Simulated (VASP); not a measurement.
MoSi2 (MoSi2 type): the bulk modulus from VASP (plane waves, PAW) at several levels of theory. Static lattice, third-order Birch-Murnaghan fit over five volumes.

| level | bulk modulus (GPa) |
|---|---|
| LDA | 224 |
| PBE | 204 |
| PBEsol | 218 |

The cell of the LDA run:

MoSi2 is modelled in the tetragonal space group I4/mmm (No. 139), Pearson symbol tI6. Cell: a = b = 3.177 Å, c = 7.787 Å, α = β = γ = 90.00°. Si on 4e sees 5 Si at 2.567–2.609 Å and 5 Mo at 2.587–2.610 Å. Mo on 2a is coordinated by 10 Si at 2.587–2.610 Å and 4 Mo at 3.177 Å. (Neighbours: up to the widest gap in distance over summed covalent radii, below 1.35, at either atom; cation-cation and far metal-metal contacts left out.)
(The calculation used a cell of 3 atoms; values per cell refer to that cell.)

Only levels that ran to the end are used. Left out are those held back, those with too coarse a band path, GW runs whose mesh misses a band edge, hybrids' fits of cells that aren't cubic and levels without matching references; a question may draw on a part of the rest.

The compound is MoSi2 in the MoSi2 type structure.
